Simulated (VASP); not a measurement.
The system is AgF, a sheet with vacuum.

```xyz
2
Lattice="3.1221 0.0000 0.0000 0.0000 4.1429 0.0000 0.0000 0.0000 23.8000" Properties=species:S:1:pos:R:3 pbc="T T T"
Ag    0.0000    2.0714    7.0001
F     0.0000    0.0000    7.0001
```

The cell was built by a generator and needn't be a form met in nature.

Base run:

| Property | Result |
| --- | --- |
| Program | VASP 6.6.1 |
| Functional | PBE |
| Potentials or basis | VASP PAW PBE potentials, release 64 (Ag, F) |
| Cutoff | 520 eV |
| k mesh | 9 × 7 × 1 |
| Occupations | fermi-dirac, width 0.05 eV |
| Spin | no spin polarisation |

Its results: band gap on the k mesh 1.10 eV, indirect (least direct gap 3.20 eV).

Task: After a change of settings the same cell gave: band gap on the k mesh 2.41 eV, indirect (least direct gap 3.38 eV). Which change was it?
A. k mesh from 9 × 7 × 1 to 7 × 5 × 1; further incar settings from ALGO = Normal; EDIFF = 1e-07; NBANDS = 16 to ALGO = Fast; EDIFF = 1e-07; NBANDS = 16
B. hubbard terms from none to Ag d U = 2 eV
C. hubbard terms from none to Ag d U = 8 eV

Result: C.

The U term pushes filled and empty states of the shell apart.

Not every run made on this cell is shown here.
